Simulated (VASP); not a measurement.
Take GaSb (zinc blende), without spin-orbit terms, in VASP with PAW potentials, and its band gap.

Question: One run gives 0.05 eV. Which level is it?
A. LDA (own cell)
B. PBE-D4 (own cell)
C. r2SCAN (own cell)
D. r2SCAN+rVV10 (own cell)

Answer: B, PBE-D4 (own cell).  The others give 0.48 (r2SCAN+rVV10 (own cell)), 0.11 (LDA (own cell)), 0.41 (r2SCAN (own cell)).

Only levels that ran to the end are used. Left out are those held back, those with too coarse a band path, GW runs whose mesh misses a band edge, hybrids' fits of cells that aren't cubic and levels without matching references; a question may draw on a part of the rest.

The compound is GaSb in the zinc blende structure.
